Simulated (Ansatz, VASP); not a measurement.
**BiH3: VASP beside Ansatz**

One calculation is typed for both programs; each brings its own data sets. How far apart do they land? The cell is generated by rule, not measured, and may not be a known phase. The cell is taken from a series of runs on this material, whose earlier steps may have relaxed, scaled, displaced or heated it; both programs get it as it stands.

Program: Ansatz 0.2.0. Level of theory: plane waves, with VASP 6.6.1 beside it; PBEsol. Results are calculated unless marked as measured.

The structure was built from a prototype and need not be the compound's stable phase.

## (1) Starting point

The structure is cubic, space group Pm-3m (No. 221). The conventional cell has a = 4.163 Å, b = 4.163 Å, c = 4.163 Å, α = 90.00°, β = 90.00°, γ = 90.00°. Nearest to Bi lie 6 H at 2.08 Å. Nearest to H lie 2 Bi at 2.08 Å. Farther neighbours are not listed.

## (2) Ansatz: zone-centre phonons, PBEsol

Ansatz runs on its default PAW (the set named soft_2) files.

Second derivatives magnify differences that forces hide, and they need a tight electronic threshold.

Input file input.yaml:

```yaml
crystal:
  lattice:
    - [4.1628261251, 0.0, 0.0]
    - [0.0, 4.1628261251, 0.0]
    - [0.0, 0.0, 4.1628261251]
  atoms:
    - { symbol: Bi, position: [0.0, 0.0, 0.0] }
    - { symbol: H, position: [0.5, 0.0, 0.0] }
    - { symbol: H, position: [0.0, 0.5, 0.0] }
    - { symbol: H, position: [0.0, 0.0, 0.5] }
kpoints:
  mp_grid: { grid: [12, 12, 12] }
hamiltonian:
  xc: pbesol
scf:
  occupations: { method: methfessel_paxton, width: 0.2 }
output:
  eigenvalues: true
phonons:
  method: dfpt
```

The run is started by

```bash
$ ansatz run input.yaml --threads 4 --pin off --max-ram 7168MiB --backend cpu --events-out ev --progress --plain --runs-dir out
```

Numbers of over 12 decimals in the logs are rounded to 6 here.

Log:

```text
zone centre: on kpoints.mp_grid the ground state, and the responses unless they are solved on pairs of k-points, stand on 343 of the mesh's 1728 k-points, reduced under 8 symmetry operations, with k and −k counted as one. Each operation leaves every solved displacement unchanged or reverses it
Engine: ansatz 0.2.0, aarch64-unknown-linux-gnu
Pseudopotentials: kind: paw
Pseudopotential: Bi, paw, valence charge 15, recommended cutoff 420 eV (normal), Bi.paw.azcp
Pseudopotential: H, paw, valence charge 1, recommended cutoff 420 eV (normal), H.paw.azcp
Functional definition: PBEsol
  exchange = pbesol_x
  correlation = pbesol_c
Crystal: 4 atoms, lattice volume = 72.138 Å³
Basis set: ecut = 420 eV, 1365 PW (Γ), exchange–correlation on 60×60×60 points (8 copies of the dense FFT grid, shifted against one another)
Bands: 13, of which v1, the nominal top of the filled ones, is band 9 counted from 1 (8 counted from 0)
Symmetry: 48 space group operations
k-points: 343 of 1728 (irreducible under 8 space group operations)
Non-local potential: Bi, projectors of the file, l = 0: 2, l = 1: 2, l = 2: 2, l = 3: 2
Non-local potential: H, projectors of the file, l = 0: 2, l = 1: 1
PAW form: soft (Blöchl's): semilocal exchange-correlation on the pseudo side does not see the compensation charge
PAW frozen core: Bi, regenerated for the run's functional, and the local potential with it (the file was generated under x = pbe(κ = 0.804, μ = 0.219515), c = pbe(β = 0.066725))
PAW one-centre angular grid: Bi, 590 points (default); XC on 64 Gauss nodes
PAW one-centre angular grid: H, 110 points (default); XC on 64 Gauss nodes
Initial density: superposition of atomic densities (neutral atoms: chi_scale 0, normalization atom), corrected by the library's trained network
Initial wavefunctions: pseudopotential atomic-orbital guess
Functional: x = pbesol(κ = 0.804, μ = 0.123457), c = pbesol(β = 0.046)
SCF iter   1: F=—  HF=-12287.038013 eV  |F-HF|=—  |Δ(HF+E_count)|=         —  Δρ=5.40e-3  dr2=1.62e-2  ethr=1.77e-3  ⟨swp⟩=5.3  Hψ=24379  notcnv=0
preconditioner: auto → none  [metal: Δε(μ)=0.054 eV  Ē_g=9.681 eV  σ=0.200 eV  W_gap=0.23  n_scr=18 (ndim 8)  ℏωp=12.4 eV  f_vac=0.180  D(μ)=0.37/eV (n_scr^D=0)  sad-step TF]
SCF iter   2: F=—  HF=-12287.036392 eV  |F-HF|=—  |Δ(HF+E_count)|=   1.62e-3  S|Δr|=    0.00e0  Δρ=2.63e-3  dr2=4.64e-3  ethr=9.00e-5  ⟨swp⟩=1.0  Hψ=7214  notcnv=0
SCF iter   3: F=—  HF=-12287.039627 eV  |F-HF|=—  |Δ(HF+E_count)|=   3.23e-3  S|Δr|=    0.00e0  Δρ=3.32e-4  dr2=1.21e-4  ethr=2.58e-5  ⟨swp⟩=2.0  Hψ=5840  notcnv=0
SCF iter   4: F=—  HF=-12287.040077 eV  |F-HF|=—  |Δ(HF+E_count)|=   4.50e-4  S|Δr|=    0.00e0  Δρ=1.70e-4  dr2=2.49e-5  ethr=6.71e-7  ⟨swp⟩=2.0  Hψ=7634  notcnv=0
SCF iter   5: F=—  HF=-12287.040073 eV  |F-HF|=—  |Δ(HF+E_count)|=   3.93e-6  S|Δr|=    0.00e0  Δρ=1.96e-5  dr2=3.69e-7  ethr=1.38e-7  ⟨swp⟩=2.0  Hψ=7542  notcnv=0
SCF iter   6: F=—  HF=-12287.040084 eV  |F-HF|=—  |Δ(HF+E_count)|=   1.12e-5  S|Δr|=    0.00e0  Δρ=2.36e-6  dr2=6.20e-9  ethr=2.05e-9  ⟨swp⟩=2.1  Hψ=5913  notcnv=0
SCF iter   7: F=—  HF=-12287.040084 eV  |F-HF|=—  |Δ(HF+E_count)|=   9.81e-9  S|Δr|=    0.00e0  Δρ=3.92e-7  dr2=6.33e-11  ethr=3.44e-11  ⟨swp⟩=2.2  Hψ=7629  notcnv=0
SCF iter   8: F=-12287.040084 eV  HF=-12287.040084 eV  |F-HF|=1.27e-11  |Δ(HF+E_count)|=   1.25e-9  S|Δr|=    0.00e0  Δρ=4.06e-8  dr2=1.69e-12  ethr=1.00e-12  ⟨swp⟩=8.6  Hψ=26949  notcnv=0
SCF 1 converged in 8 iterations: F = -12287.040084 eV  dr2 = 1.69e-12
  Residual-converged pass: ⟨swp⟩=1.0  Hψ=5834  notcnv=0  max |occ|·‖R‖ = 7.1e-9 eV (tolerance 1.0e-8 eV)  dr2=1.69e-12  dr2_onsite=1.72e-13  max |Δocc| = 1.4e-9
  greatest PAW one-centre occupation: 0.989 electrons in one spin orbital (limit 2), on the Bi atom at site 0 (counted from 0), in its partial waves of l = 2
DFPT response loops at Γ: preconditioner auto → none (partly filled bands, converged f_vac=0.202); β = 0.50; Broyden in place of MSR1
SCF converged after 8 iterations
Stability not checked: this state was not tested for a lower state beside it, because cold or Methfessel-Paxton smearing, or corrected tetrahedra, fill the levels in a way that the test cannot read (fill_not_monotonic; see scf.lower_state_search)
Free energy (F): -12287.040084 eV
Harris-Foulkes:  -12287.040084 eV  (|F-HF|=1.27e-11)
Internal energy: -12287.041886 eV  (E = F + TS)
E sigma→0 (E₀):  -12287.040535 eV
Entropy (-TS):   0.001802 eV (0.451 meV/atom)
Fermi energy:    3.561859 eV
--- Per-component energies (eV) ---
  E_band       = -211.635390
  E_kinetic    = 339.764250
  E_local      = -2083.217541  (includes V_loc(G=0)·N_el)
  E_nonlocal   = 567.205001
  E_hartree    = 715.166188
  E_xc         = -175.103444
  E_vxc        = -176.398888  (∫ρ·V_xc dr)
  E_paw        = -10511.110997  (= ΣΔE_a)
  E_vpaw       = -289.316916  (= ΣTr[D̂ρ^β])
  E_aug_tail   = -0.003730  (compensation charges beyond the density's cutoff)
  E_ewald      = -1139.831365
  E_core_change = 0.089752  (= ΣΔE_core)
  E_smearing   = 0.001802  (= −TS)
  E_closure    = 0.000000  (closes the sum)
  Σ components = -12287.040084   (vs F -12287.040084, Δ=0.00e0)
--- Band table (eV; the first three rows and the last of 343) ---
  k-point 0: bands = [... 5 lower, -8.9656, 1.7273, 1.7273, 3.4749, 3.4749, 3.4749, 4.8138, 10.9216]
  k-point 1: bands = [... 5 lower, -8.9312, 1.1335, 1.7374, 3.5047, 3.5047, 3.6035, 5.4294, 10.6883]
  k-point 2: bands = [... 5 lower, -8.8328, 0.0904, 1.7654, 3.5883, 3.5883, 3.7543, 6.7454, 10.1607]
  k-point 342: bands = [... 5 lower, -6.8535, -1.8865, -1.8865, -1.8865, 7.4214, 7.4214, 7.4214, 9.8784]
--- Phonons (Γ-DFPT): 3 representative perturbations + reference, on 343 of 1728 k-points (Σ response iterations 9) ---
  k mesh reduced under 8 symmetry operations, with k and −k counted as one. Each operation leaves every solved displacement unchanged or reverses it
  ASR residual: 7.387e-5 → 0.000e0 eV/Å²; symmetrization residual: 4.700e-6 eV/Å²
  ASR residual per site (eV/Å²): 7.39e-5 5.08e-6 5.08e-6 5.08e-6
  Γ frequencies (cm⁻¹): -1283.96 -1283.96 -1283.96 0.00 0.00 0.00 455.11 455.11 455.11 476.45 476.45 476.45
  non-analytic LO–TO correction: not included (Born effective charges unavailable; polar crystals: no LO–TO splitting at Γ)
```

Reading the cycles: dr2 is the Hartree energy of the density residual (eV), the measure of convergence; HF is the Harris–Foulkes estimate of the energy, which meets the free energy F at convergence.

(Continued in part 2 of 2.)

[Lines on the potential files, build, host, timing and source positions are cut from VASP's logs without a mark.]

[Logs are printed without paths, hosts, clocks, repeated set-up lines and the standing remarks that a program may print on its own settings, such as how far it seeks lower states.]

[Hosts, paths, dates, database ids (printed as entryN), source tags and the programs' standing remarks are cut or masked in the printed files.]
